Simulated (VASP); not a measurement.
Energy against volume of Li2Se (antifluorite). All values below come from optB88-vdW, VASP's PBE PAW potentials (set 64) (plane waves; VASP). Run with 520 eV cut-off, 7×7×7 Γ-centred mesh, Gaussian smearing of 0.050 eV, potentials Li_sv Se.

```
V (Å³/atom)  E (eV/atom)
-----------  -----------
17.309          -2.63072
17.844          -2.63334
18.380          -2.63242
18.915          -2.62843
```

Fit these four points and predict the energy of the run at 16.774 Å³/atom.

A cubic in V^(−2/3), the third-order Birch-Murnaghan form, passes through the four points with V0 = 17.96 Å³/atom and B0 = 34 GPa, and gives -2.6240 eV/atom there. The run gave -2.6240 eV/atom, +0.1 meV/atom from the fit; all five points give B0 = 34 GPa.

The compound is Li2Se in the antifluorite structure. It was relaxed first.
